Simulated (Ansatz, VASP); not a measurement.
# Cross-check of Hf between VASP and Ansatz, part 2 of 2

One calculation is typed for both programs; each brings its own data sets. How far apart do they land? The cell is taken from a series of runs on this material, whose earlier steps may have relaxed, scaled, displaced or heated it; both programs get it as it stands.

VASP 6.6.1 and Ansatz 0.2.0.

So far. Step 5 (VASP: single point, LDA, pair 2): The run ends at a pressure of 0.33 GPa, with forces up to 0.30 eV/Å. Step 6 (Ansatz: single point, LDA, pair 2): The run ends at a pressure of 0.31 GPa, with forces up to 0.30 eV/Å.

This is not the structure that Hf takes at ambient pressure and room temperature (hexagonal, No. 194); it is a model or a phase of other conditions.

## (7) Comparison

What differs besides the data sets and the points named for the pairs above, as far as they apply: the data sets hold 52 valence electrons in Ansatz (on its PAW soft_1 files) and 20 in VASP. Total energies have different zeros and are not compared.

The two programs side by side:

| quantity | Ansatz | VASP | difference |
| --- | --- | --- | --- |
| pressure (GPa) | 0.31 | 0.33 | -0.02 |

Forces (eV/Å; atoms numbered as in POSCAR):

| atom | Ansatz x, y, z | VASP x, y, z |
| --- | --- | --- |
| Hf1 | 0.212, -0.212, 0.000 | 0.209, -0.209, 0.000 |
| Hf2 | -0.212, 0.212, 0.000 | -0.209, 0.209, 0.000 |

The forces differ by 2.1 meV/Å r.m.s., which is 1.2 % of the r.m.s. force of 0.171 eV/Å (both taken over all components).

## (8) VASP: single point, LDA, pair 3

A single point gives forces, pressure and levels at one fixed geometry, so differences don't come from the geometry; what else differs is listed under the comparison.

The input, INCAR:

```
SYSTEM = Hf
PREC = Accurate
ENCUT = 500
EDIFF = 1E-06
NELM = 120
ISMEAR = 1
SIGMA = 0.2
LREAL = .FALSE.
ALGO = Normal
GGA = PW92
NBANDS = 16
LASPH = .TRUE.
LORBIT = 11
LWAVE = .FALSE.
LCHARG = .FALSE.
ISIF = 2
GGA_COMPAT = .FALSE.
KPAR = 2
```

The input, POSCAR:

```
Hf
1.0
   -1.7209589871      1.7209589871      1.7209589871
    1.7209589871     -1.7209589871      1.7209589871
    3.4419179742      3.4419179742      0.0000000000
Hf
2
Direct
    0.9712384345      0.0287615655      0.0000000000
    0.5287615655      0.4712384345      0.5000000000
```

The input, KPOINTS:

```
Automatic mesh
0
Gamma
14 14 10
0 0 0
```

The projector-augmented-wave data sets are Hf_pv (LDA family, release 64).

Launch:

```bash
> mpirun -np 2 vasp_std
```

Numbers of over 12 decimals in the logs are rounded to 6 here.

What it wrote:

```text
[... set-up lines as in an earlier step ...]
 entering main loop
       N       E                     dE             d eps       ncg     rms          rms(c)
DAV:   1     0.456997185691E+02    0.45700E+02   -0.11101E+04 10976   0.116E+03
DAV:   2    -0.202576619830E+02   -0.65957E+02   -0.64526E+02 14752   0.250E+02
DAV:   3    -0.217641783992E+02   -0.15065E+01   -0.14979E+01 14328   0.261E+01
DAV:   4    -0.217742752824E+02   -0.10097E-01   -0.10095E-01 13536   0.261E+00
[...]
DAV:  10    -0.211471114795E+02    0.88751E-06   -0.27656E-05 12656   0.412E-02    0.125E-01
DAV:  11    -0.211471104663E+02    0.10131E-05   -0.36044E-06 13616   0.134E-02    0.194E-02
DAV:  12    -0.211471103967E+02    0.69660E-07   -0.14326E-07  7736   0.314E-03
   1 F= -.21147110E+02 E0= -.21148256E+02  d E =0.343646E-02
```

Parts of OUTCAR (step 8):

```text
  Total        0.1597853      0.1597853      0.2192200     -0.4482677      0.0000000     -0.0000000
  in kB        6.2783557      6.2783557      8.6136881    -17.6135345      0.0000000     -0.0000000
  external PRESSURE =       7.0567998 kB  Pullay stress =       0.0000000 kB

 POSITION                                       TOTAL-FORCE (eV/Angst)
 -----------------------------------------------------------------------------------
     -1.62196      1.62196      1.72096         0.277189     -0.277189      0.000000
      1.62196      1.81995      1.72096        -0.277189      0.277189      0.000000
 -----------------------------------------------------------------------------------
    total drift:                                0.000000     -0.000000      0.000000

  FREE ENERGIE OF THE ION-ELECTRON SYSTEM (eV)
  ---------------------------------------------------
  free  energy   TOTEN  =       -21.1471103967 eV

  energy  without entropy=      -21.1505468539  energy(sigma->0) =      -21.14825588

[... 2 parts as in an earlier step ...]

[... 1 further part left out ...]
[key lines of the parts left out:]
E-fermi :   5.1140
```

The run ends at a pressure of 0.71 GPa, with forces up to 0.39 eV/Å.

## (9) Ansatz: single point, LDA, pair 3

The same cell, functional (in two slightly different forms), mesh and smearing now go to Ansatz, which takes its cutoff from its data sets.

The cell is taken from a series of runs on this material, whose earlier steps may have relaxed, scaled, displaced or heated it; both programs get it as it stands.

The input, input.yaml:

```yaml
crystal:
  lattice:
    - [-1.7209589871, 1.7209589871, 1.7209589871]
    - [1.7209589871, -1.7209589871, 1.7209589871]
    - [3.4419179742, 3.4419179742, 0.0]
  atoms:
    - { symbol: Hf, position: [-0.0287615655, 0.0287615655, 0.0] }
    - { symbol: Hf, position: [0.5287615655, 0.4712384345, 0.5] }
kpoints:
  mp_grid: { grid: [14, 14, 10] }
hamiltonian:
  xc: lda
  pseudopotentials: { kind: paw, azcp: { folder: soft_1 }, xc_functional: pbe }
scf:
  occupations: { method: methfessel_paxton, width: 0.2 }
output:
  forces: true
  stress: true
  eigenvalues: true
  write_density: true
  write_potential: true
  elf: true
  volumetric_format: npy
```

Launch:

```bash
> ansatz run input.yaml --threads 4 --pin off --max-ram 16384MiB --backend cpu --events-out ev --progress --plain --runs-dir out
```

What it wrote:

```text
[...]
Crystal: 2 atoms, lattice volume = 40.776 Å³
Basis set: ecut = 420 eV, 773 PW (Γ)
Bands: 32, of which v1, the nominal top of the filled ones, is band 26 counted from 1 (25 counted from 0)
Symmetry: 8 space group operations
[...]
k-points: 342 of 1960
[...]
k-point 0: bands = [... 22 lower, 12.1050, 15.7227, 18.7194, 20.7865, 20.9829, 21.0354, 21.0421, 23.6949, ... 2 higher]
  k-point 1: bands = [... 22 lower, 12.2096, 15.7027, 18.7504, 20.7108, 20.7667, 20.9948, 21.1542, 23.4833, ... 2 higher]
  k-point 2: bands = [... 22 lower, 12.5151, 15.6102, 18.8463, 20.3006, 20.5017, 20.8558, 21.4828, 23.3030, ... 2 higher]
  k-point 341: bands = [... 22 lower, 16.9337, 16.9337, 18.2946, 18.2946, 21.1476, 21.1476, 21.6636, 21.6636, ... 2 higher]
[key lines of the parts left out:]
SCF converged after 8 iterations
Free energy (F): -30954.764406 eV
Fermi energy:    19.402012 eV
P = ⅓ Tr σ = 0.6851 GPa (6.851 kbar)
```

The run ends at a pressure of 0.69 GPa, with forces up to 0.39 eV/Å.

## (10) Comparison

What differs besides the data sets and the points named for the pairs above, as far as they apply: the data sets hold 52 valence electrons in Ansatz (on its PAW soft_1 files) and 20 in VASP. Total energies have different zeros and are not compared.

The two programs side by side:

| quantity | Ansatz | VASP | difference |
| --- | --- | --- | --- |
| pressure (GPa) | 0.69 | 0.71 | -0.02 |

Forces (eV/Å; atoms numbered as in POSCAR):

| atom | Ansatz x, y, z | VASP x, y, z |
| --- | --- | --- |
| Hf1 | 0.279, -0.279, 0.000 | 0.277, -0.277, 0.000 |
| Hf2 | -0.279, 0.279, 0.000 | -0.277, 0.277, 0.000 |

The forces differ by 1.2 meV/Å r.m.s., which is 0.6 % of the r.m.s. force of 0.226 eV/Å (both taken over all components).

## (11) Outcome

```yaml
r_m_s_force_difference_single_point_lda_pair_1: 1.1 meV/Å
r_m_s_force_difference_single_point_lda_pair_2: 2.1 meV/Å
r_m_s_force_difference_single_point_lda_pair_3: 0.55 % of the r.m.s. force
```

**Reading.** The r.m.s. force difference is 0.55 % of the r.m.s. force (single point, LDA, pair 3), within the 3 % picked in this series as the mark of a large difference. The data sets hold unlike numbers of valence electrons (52 in Ansatz and 20 in VASP), so part of the differences comes from the potentials. 5 further runs of this series are not shown here. How closely two codes agree says nothing of how well the functional describes the real material.

[Lines on the potential files, build, host, timing and source positions are cut from VASP's logs without a mark.]

[Logs are printed without paths, hosts, clocks, repeated set-up lines and the standing remarks that a program may print on its own settings, such as how far it seeks lower states.]

[Hosts, paths, dates, database ids (printed as entryN), source tags and the programs' standing remarks are cut or masked in the printed files.]
